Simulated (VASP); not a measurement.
Here is the system:

```yaml
crystal:
  lattice:
    - [1.61059, -2.78963, 0.00000]
    - [1.61059, 2.78963, 0.00000]
    - [0.00000, 0.00000, 5.47634]
  atoms:
    - { symbol: Zr, position: [0.00000, 0.00000, 0.00000] }
    - { symbol: Se, position: [0.33333, 0.66667, 0.31517] }
    - { symbol: Se, position: [0.66667, 0.33333, 0.68483] }
```

Level of theory: PBE GGA, VASP's PBE PAW potentials (set 64) (plane waves; VASP). Settings: 500 eV cut-off, 11×11×6 Γ-centred mesh, first-order Methfessel-Paxton smearing of 0.10 eV, potentials Zr_sv Se.

Without a dispersion term in the relaxation, distances and binding between the weakly bound layers, chains or molecules are unreliable, and so is what depends on them.

Question: Estimate the energy per atom (σ→0), pressure, band gap (on the k-mesh) with the smallest direct gap where there is one.

Answer: 
```yaml
band gap (on the k-mesh): none (metal, semimetal or under 0.01 eV)
energy per atom (σ→0): -5.634 eV/atom
pressure: 45.01 GPa
```

The compound is ZrSe2 in the 1T layered structure. It was relaxed first under an external pressure of 45 GPa.
